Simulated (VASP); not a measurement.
# NaLaMnMoO6 (I-4) in VASP: further runs, part 2 of 2

VASP 6.6.1. The steps go on from the part before.

**3. Band structure, LDA, collinear spin, ferromagnetic start**

This run uses another cell than the first one, of 10.75 Å³/atom, 0.924 times its volume.

The input, POSCAR:

```
NaLaMnMoO6                              
1.0
   -2.6593632497      2.6593632748      3.8009310539
    2.6593632497     -2.6593632748      3.8009310539
    2.6593632748      2.6593632497     -3.8009310539
  Na              La              Mn              Mo              O             
     1     1     1     1     6
Direct
     0.2500000000000000    0.7500000000000000    0.5000000000000000
     0.7500000000000000    0.2500000000000000    0.5000000000000000
     0.5000000000000000    0.5000000000000000    1.0000000000000000
     0.0000000000000000    0.0000000000000000    1.0000000000000000
     0.2178925539330099    0.2938686164271943    0.5072319462490354
     0.2893393923160257    0.7821074460669903    0.0759760624941844
     0.7866366701781587    0.7106606076839744    0.4927680537509648
     0.7061313835728056    0.2133633298218412    0.9240239375058157
     0.2537227742220575    0.2537227742220575    1.0000000000000000
     0.7462772257779423    0.7462772257779423    0.0000000000000000
```

The input, INCAR.step1:

```
SYSTEM = NaLaMnMoO6
PREC = Accurate
ENCUT = 520
EDIFF = 1E-7
ISMEAR = -1
SIGMA = 0.05
LREAL = .False.
LASPH = .True.
NELM = 100
ALGO = Normal
ISIF = 2
LWAVE = .False.
LCHARG = .True.
ISPIN = 2
MAGMOM = 0 0 4 1 0 0 0 0 0 0
LORBIT = 11
LMAXMIX = 6
NBANDS = 56
KPAR = 4
```

The input, KPOINTS.step1:

```
regular mesh
0
Gamma
  7 7 7
  0 0 0
```

The input, INCAR.step2:

```
SYSTEM = NaLaMnMoO6
PREC = Accurate
ENCUT = 520
EDIFF = 1E-7
ISMEAR = 0
SIGMA = 0.05
LREAL = .False.
LASPH = .True.
NELM = 100
ALGO = Normal
ISIF = 2
LWAVE = .False.
LCHARG = .False.
ISPIN = 2
MAGMOM = 0 0 4 1 0 0 0 0 0 0
LORBIT = 11
LMAXMIX = 6
NBANDS = 56
KPAR = 4
ICHARG = 11
```

The input, KPOINTS.step2:

```
path GXYSGZS1NPY1Z,XP
10
line-mode
reciprocal
 0.0000000000  0.0000000000  0.0000000000  G
 0.0000000000  0.0000000000  0.5000000000  X

 0.0000000000  0.0000000000  0.5000000000  X
-0.2438732594  0.2438732594  0.5000000000  Y

-0.2438732594  0.2438732594  0.5000000000  Y
-0.3719366297  0.3719366297  0.3719366297  S

-0.3719366297  0.3719366297  0.3719366297  S
 0.0000000000  0.0000000000  0.0000000000  G

 0.0000000000  0.0000000000  0.0000000000  G
 0.5000000000  0.5000000000 -0.5000000000  Z

 0.5000000000  0.5000000000 -0.5000000000  Z
 0.3719366297  0.6280633703 -0.3719366297  S1

 0.3719366297  0.6280633703 -0.3719366297  S1
 0.0000000000  0.5000000000  0.0000000000  N

 0.0000000000  0.5000000000  0.0000000000  N
 0.2500000000  0.2500000000  0.2500000000  P

 0.2500000000  0.2500000000  0.2500000000  P
 0.5000000000  0.5000000000 -0.2438732594  Y1

 0.5000000000  0.5000000000 -0.2438732594  Y1
 0.5000000000  0.5000000000 -0.5000000000  Z

 0.0000000000  0.0000000000  0.5000000000  X
 0.2500000000  0.2500000000  0.2500000000  P
```

Potentials or basis: VASP PAW LDA potentials, release 64 (Na_pv, La, Mn_pv, Mo_sv, O).

Command:

```sh
> cat potpaw_LDA.64/Na_pv/POTCAR potpaw_LDA.64/La/POTCAR potpaw_LDA.64/Mn_pv/POTCAR potpaw_LDA.64/Mo_sv/POTCAR potpaw_LDA.64/O/POTCAR > POTCAR
> cp INCAR.step1 INCAR
> cp KPOINTS.step1 KPOINTS
> mpirun -np 4 vasp_std > vasp.out
> cp INCAR.step2 INCAR
> cp KPOINTS.step2 KPOINTS
> mpirun -np 4 vasp_std > vasp.out
```

OUTCAR:

```text
SYSTEM = NaLaMnMoO6
   PREC = Accurate
   ENCUT = 520
   EDIFF = 1E-7
   ISMEAR = 0
   LREAL = .False.
   LASPH = .True.
   NELM = 100
   ISIF = 2
   ISPIN = 2
   LORBIT = 11
   ICHARG = 11

 ion  position               nearest neighbor table
   1  0.250  0.750  0.500-
   2  0.750  0.250  0.500-   5 2.49   6 2.49   7 2.49   8 2.49   9 2.66  10 2.66   9 2.66  10 2.66
                             3 3.27   4 3.27   3 3.27   4 3.27   4 3.27   3 3.27   4 3.27   3 3.27
   3  0.500  0.500  0.000-   9 1.87  10 1.87   7 1.88   8 1.88   5 1.88   6 1.88   2 3.27   2 3.27
                             2 3.27   2 3.27
   4  0.000  0.000  0.000-   9 1.93  10 1.93   8 1.93   5 1.93   6 1.93   7 1.93   2 3.27   2 3.27
                             2 3.27   2 3.27
   5  0.218  0.294  0.507-   3 1.88   4 1.93   2 2.49
[... 2886 lines left out ...]
      direct lattice vectors                 reciprocal lattice vectors
    -2.659363250  2.659363275  3.800931054     0.000000001  0.188014931  0.131546717
     2.659363250 -2.659363275  3.800931054     0.188014931 -0.000000001  0.131546717
     2.659363275  2.659363250 -3.800931054     0.188014932  0.188014930  0.000000000

 POSITION                                       TOTAL-FORCE (eV/Angst)
 -----------------------------------------------------------------------------------
      2.65936     -0.00000      1.90047         0.000000      0.000000     -0.000000
      0.00000      2.65936      1.90047         0.000000      0.000000     -0.000000
      0.00000      0.00000      3.80093         0.000000      0.000000     -0.000000
      0.00000      0.00000      0.00000         0.000000      0.000000     -0.000000
      1.55096      1.14687      0.01722         0.007946     -0.059639     -0.001201
      1.51250     -1.10840      3.78372         0.059639      0.007946      0.001201
      1.10840      1.51250      3.81815        -0.007946      0.059639     -0.001201
      1.14687      3.76776     -0.01722        -0.059639     -0.007946      0.001201
      0.00000      0.00000      1.92877         0.000000      0.000000     -0.061769
      0.00000      0.00000      5.67310         0.000000      0.000000      0.061769
 -----------------------------------------------------------------------------------
    total drift:                               -0.000001     -0.000002     -0.000001

  FREE ENERGIE OF THE ION-ELECTRON SYSTEM (eV)
  ---------------------------------------------------
  free  energy   TOTEN  =       -87.7938668785 eV

  energy  without entropy=      -87.7900290527  energy(sigma->0) =      -87.79194797

 total charge

# of ion       s       p       d       f       tot
--------------------------------------------------
    1        0.048   5.984   0.000   0.000   6.031
    2        2.025   5.688   0.597   0.253   8.563
    3        0.332   6.491   5.114   0.000  11.937
    4        2.359   6.381   3.807   0.000  12.547
    5        1.555   3.481   0.000   0.000   5.036
    6        1.555   3.481   0.000   0.000   5.036
    7        1.555   3.481   0.000   0.000   5.036
    8        1.555   3.481   0.000   0.000   5.036
    9        1.550   3.483   0.000   0.000   5.032
   10        1.550   3.483   0.000   0.000   5.032
--------------------------------------------------
tot         14.081  45.434   9.518   0.253  69.286

 magnetization (x)

# of ion       s       p       d       f       tot
--------------------------------------------------
    1       -0.000  -0.000   0.000   0.000  -0.001
    2        0.000  -0.000  -0.003   0.007   0.004
    3       -0.005  -0.011  -1.749   0.000  -1.765
    4        0.005   0.006   0.342   0.000   0.353
    5       -0.002  -0.020   0.000   0.000  -0.022
    6       -0.002  -0.020   0.000   0.000  -0.022
    7       -0.002  -0.020   0.000   0.000  -0.022
    8       -0.002  -0.020   0.000   0.000  -0.022
    9        0.000  -0.019   0.000   0.000  -0.019
   10        0.000  -0.019   0.000   0.000  -0.019
--------------------------------------------------
tot         -0.006  -0.125  -1.409   0.007  -1.533
```

OSZICAR.step1:

```text
N       E                     dE             d eps       ncg     rms          rms(c)
DAV:   1     0.101363016931E+04    0.10136E+04   -0.39011E+04 14712   0.218E+03
DAV:   2     0.798432346966E+02   -0.93379E+03   -0.82621E+03 12168   0.539E+02
DAV:   3    -0.917508460387E+02   -0.17159E+03   -0.16085E+03 14560   0.208E+02
[... 13 lines left out ...]
DAV:  17    -0.873618492083E+02   -0.15934E-04   -0.50631E-05 17064   0.346E-02    0.639E-02
DAV:  18    -0.873618552570E+02   -0.60487E-05   -0.14727E-05 17752   0.239E-02    0.291E-02
DAV:  19    -0.873618565145E+02   -0.12575E-05   -0.89262E-06 16304   0.179E-02    0.199E-02
DAV:  20    -0.873618555390E+02    0.97549E-06   -0.22153E-06 15288   0.982E-03    0.797E-03
DAV:  21    -0.873618555016E+02    0.37358E-07   -0.89573E-07 15048   0.428E-03
   1 F= -.87361856E+02 E0= -.87348791E+02  d E =-.261291E-01  mag=    -1.1187
```

It took 11 min on 4 MPI ranks of Intel Xeon Platinum 8488C (Sapphire Rapids), shared host; peak memory 0.96 GiB.

What came out:

```
Band gap along the path : none (metal or under the smearing width)
Net moment              : -1.12 μB per cell
```

Levels at the corners of the path, in eV from the Fermi level:
Spin up:
| point | band 37 | band 38 | band 39 | band 40 | band 41 | band 42 |
| --- | --- | --- | --- | --- | --- | --- |
| Γ | -2.87 | -2.87 | -1.60 | -1.57 | -1.57 | 0.57 |
| X | -3.59 | -2.73 | -1.61 | 0.38 | 0.47 | 0.52 |
| X | -3.59 | -2.73 | -1.61 | 0.38 | 0.47 | 0.52 |
| Y | -3.60 | -3.20 | -0.40 | -0.19 | 0.43 | 0.57 |
| Y | -3.60 | -3.20 | -0.40 | -0.19 | 0.43 | 0.57 |
| S | -3.70 | -3.08 | -0.73 | 0.20 | 0.29 | 0.64 |
| S | -3.70 | -3.08 | -0.73 | 0.20 | 0.29 | 0.64 |
| Γ | -2.87 | -2.87 | -1.60 | -1.57 | -1.57 | 0.57 |
| Γ | -2.87 | -2.87 | -1.60 | -1.57 | -1.57 | 0.57 |
| Z | -3.46 | -2.98 | -1.51 | 0.40 | 0.40 | 0.47 |
| Z | -3.46 | -2.98 | -1.51 | 0.40 | 0.40 | 0.47 |
| S1 | -3.70 | -3.08 | -0.73 | 0.20 | 0.29 | 0.64 |
| S1 | -3.70 | -3.08 | -0.73 | 0.20 | 0.29 | 0.64 |
| N | -3.35 | -3.11 | -0.04 | 0.06 | 0.13 | 0.19 |
| N | -3.35 | -3.11 | -0.04 | 0.06 | 0.13 | 0.19 |
| P | -3.72 | -3.13 | -0.33 | -0.29 | 0.43 | 0.60 |
| P | -3.72 | -3.13 | -0.33 | -0.29 | 0.43 | 0.60 |
| Y1 | -3.60 | -3.20 | -0.40 | -0.19 | 0.43 | 0.57 |
| Y1 | -3.60 | -3.20 | -0.40 | -0.19 | 0.43 | 0.57 |
| Z | -3.46 | -2.98 | -1.51 | 0.40 | 0.40 | 0.47 |
| X | -3.59 | -2.73 | -1.61 | 0.38 | 0.47 | 0.52 |
| P | -3.72 | -3.13 | -0.33 | -0.29 | 0.43 | 0.60 |
Spin down:
```tsv
point	band 39	band 40	band 41	band 42	band 43	band 44
Γ	-2.37	-2.20	-2.20	-0.18	0.28	0.92
X	-2.36	-0.91	-0.77	0.11	0.72	0.96
X	-2.36	-0.91	-0.77	0.11	0.72	0.96
Y	-1.34	-1.21	-0.79	0.36	0.68	0.97
Y	-1.34	-1.21	-0.79	0.36	0.68	0.97
S	-1.62	-0.94	-0.88	0.30	0.91	0.96
S	-1.62	-0.94	-0.88	0.30	0.91	0.96
Γ	-2.37	-2.20	-2.20	-0.18	0.28	0.92
Γ	-2.37	-2.20	-2.20	-0.18	0.28	0.92
Z	-2.31	-0.79	-0.79	-0.24	1.04	1.11
Z	-2.31	-0.79	-0.79	-0.24	1.04	1.11
S1	-1.62	-0.94	-0.88	0.30	0.91	0.96
S1	-1.62	-0.94	-0.88	0.30	0.91	0.96
N	-1.28	-1.18	-1.10	0.34	0.42	0.57
N	-1.28	-1.18	-1.10	0.34	0.42	0.57
P	-1.31	-1.20	-0.90	0.58	0.64	0.72
P	-1.31	-1.20	-0.90	0.58	0.64	0.72
Y1	-1.34	-1.21	-0.79	0.36	0.68	0.97
Y1	-1.34	-1.21	-0.79	0.36	0.68	0.97
Z	-2.31	-0.79	-0.79	-0.24	1.04	1.11
X	-2.36	-0.91	-0.77	0.11	0.72	0.96
P	-1.31	-1.20	-0.90	0.58	0.64	0.72
```

Caveat: the log is that of the step along the path at fixed density, whose energy, stress, charges and moments have no meaning; spin-orbit coupling is left out, which moves the levels of the heavy elements; the moment fell far below its start of 4 μB, so a state of higher moment may lie lower in energy; a cell with one magnetic atom can't hold antiferromagnetic order, which such compounds often take; semilocal functionals often make such compounds metallic where correlation or magnetic order opens a gap, which also shifts bond lengths.

**4. Band structure, PBEsol, collinear spin, ferromagnetic start**

This run uses another cell than the first one, of 11.00 Å³/atom, 0.946 times its volume.

The input, POSCAR:

```
NaLaMnMoO6                              
1.0
   -2.6828519035      2.6828533293      3.8222361040
    2.6828519035     -2.6828533293      3.8222361040
    2.6828533293      2.6828519035     -3.8222361040
  Na              La              Mn              Mo              O             
     1     1     1     1     6
Direct
     0.2500000000000000    0.7500000000000000    0.5000000000000000
     0.7500000000000000    0.2500000000000000    0.5000000000000000
     0.5000000000000000    0.5000000000000000    0.0000000000000000
     0.0000000000000000    0.0000000000000000    0.0000000000000000
     0.2217704219541002    0.2854107068154828    0.5051565589562792
     0.2833861370021791    0.7782295780458998    0.0636402848613826
     0.7802541478592034    0.7166138629978205    0.4948434410437207
     0.7145892931845170    0.2197458521407965    0.9363597151386174
     0.2527025112681542    0.2527025112681542    0.0000000000000000
     0.7472974887318456    0.7472974887318456    0.0000000000000000
```

Changes to INCAR.step1 since step 3:

```diff
@@ -17,2 +17,3 @@
 LMAXMIX = 6
+GGA = PS
 NBANDS = 56
```

KPOINTS.step1 is that of step 3.

Changes to INCAR.step2 since step 3:

```diff
@@ -17,2 +17,3 @@
 LMAXMIX = 6
+GGA = PS
 NBANDS = 56
```

KPOINTS.step2 is that of step 3.

Potentials or basis: VASP PAW PBE potentials, release 64 (Na_pv, La, Mn_pv, Mo_sv, O).

Command:

```sh
> cat potpaw_PBE.64/Na_pv/POTCAR potpaw_PBE.64/La/POTCAR potpaw_PBE.64/Mn_pv/POTCAR potpaw_PBE.64/Mo_sv/POTCAR potpaw_PBE.64/O/POTCAR > POTCAR
> cp INCAR.step1 INCAR
> cp KPOINTS.step1 KPOINTS
> mpirun -np 4 vasp_std > vasp.out
> cp INCAR.step2 INCAR
> cp KPOINTS.step2 KPOINTS
> mpirun -np 4 vasp_std > vasp.out
```

Run time: 13 min. Hardware: 4 MPI ranks of Intel Xeon Platinum 8488C (Sapphire Rapids), shared host; peak memory 1 GiB.

The run converged. Its results:

```
Band gap along the path : none (metal or under the smearing width)
Net moment              : -1.26 μB per cell
```

Caveat: the log is that of the step along the path at fixed density, whose energy, stress, charges and moments have no meaning; the PAW data sets were made with another functional, which shifts forces and pressure a little; spin-orbit coupling is left out, which moves the levels of the heavy elements; the moment fell far below its start of 4 μB, so a state of higher moment may lie lower in energy; a cell with one magnetic atom can't hold antiferromagnetic order, which such compounds often take; semilocal functionals often make such compounds metallic where correlation or magnetic order opens a gap, which also shifts bond lengths.

**5. The runs side by side**

```csv
level,potentials or basis,cell,moment (μB)
PBE,"VASP PAW PBE potentials, release 64 (Na_pv, La, Mn_pv, Mo_sv, O)","I-4, 11.64 Å³/atom",2.23
LDA,"VASP PAW LDA potentials, release 64 (Na_pv, La, Mn_pv, Mo_sv, O)","I-4, 10.75 Å³/atom",1.12
PBEsol,"VASP PAW PBE potentials, release 64 (Na_pv, La, Mn_pv, Mo_sv, O)","I-4, 11.0 Å³/atom",1.26
```

Alike in all rows: task band structure; spin collinear, ferromagnetic start; k mesh 7 × 7 × 7; cutoff (eV) 520; smearing fermi-dirac 0.05 eV.

Caveats: spin-orbit coupling is left out, which moves the levels of the heavy elements; a cell with one magnetic atom can't hold antiferromagnetic order, which such compounds often take; semilocal functionals often make such compounds metallic where correlation or magnetic order opens a gap, which also shifts bond lengths; the moment fell far below its start of 4 μB, so a state of higher moment may lie lower in energy (some runs); the PAW data sets were made with another functional, which shifts forces and pressure a little (some runs).

Absolute energies hang on the potentials; compare differences alone.
